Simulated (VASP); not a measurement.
Input:

```yaml
crystal:
  lattice:
    - [4.08773, 0.00000, 0.00000]
    - [0.00000, 4.08773, 0.00000]
    - [0.00000, 0.00000, 4.08773]
  atoms:
    - { symbol: Ca, position: [0.00000, 0.00000, 0.00000] }
    - { symbol: B, position: [0.79900, 0.50000, 0.50000] }
    - { symbol: B, position: [0.50000, 0.20100, 0.50000] }
    - { symbol: B, position: [0.50000, 0.79900, 0.50000] }
    - { symbol: B, position: [0.20100, 0.50000, 0.50000] }
    - { symbol: B, position: [0.50000, 0.50000, 0.79900] }
    - { symbol: B, position: [0.50000, 0.50000, 0.20100] }
```

The numbers are results of LDA (Ceperley-Alder, Perdew-Zunger), VASP's LDA PAW potentials (set 64) (plane waves; VASP), not measurements. Numerical set-up: 520 eV cut-off, 12×12×12 Γ-centred mesh, Gaussian smearing of 0.010 eV, potentials Ca_sv B.

Problem. Which forces act on the atoms, in eV/Å?

Solution. 
```json
[
 {"atom": "Ca1", "Fx": "0.000", "Fy": "0.000", "Fz": "0.000"},
 {"atom": "B2", "Fx": "-0.187", "Fy": "0.000", "Fz": "0.000"},
 {"atom": "B3", "Fx": "0.000", "Fy": "0.187", "Fz": "0.000"},
 {"atom": "B4", "Fx": "0.000", "Fy": "-0.187", "Fz": "0.000"},
 {"atom": "B5", "Fx": "0.187", "Fy": "0.000", "Fz": "0.000"},
 {"atom": "B6", "Fx": "0.000", "Fy": "0.000", "Fz": "-0.187"},
 {"atom": "B7", "Fx": "0.000", "Fy": "0.000", "Fz": "0.187"}
]
```

Problem. Give the stress tensor in GPa (positive for a compressed cell).

Solution. 
```
0.23  0.00  0.00
0.00  0.23  0.00
0.00  0.00  0.23
```
The pressure is its mean diagonal, 0.23 GPa.

The compound is CaB6 in the cab6 structure. It was relaxed first.
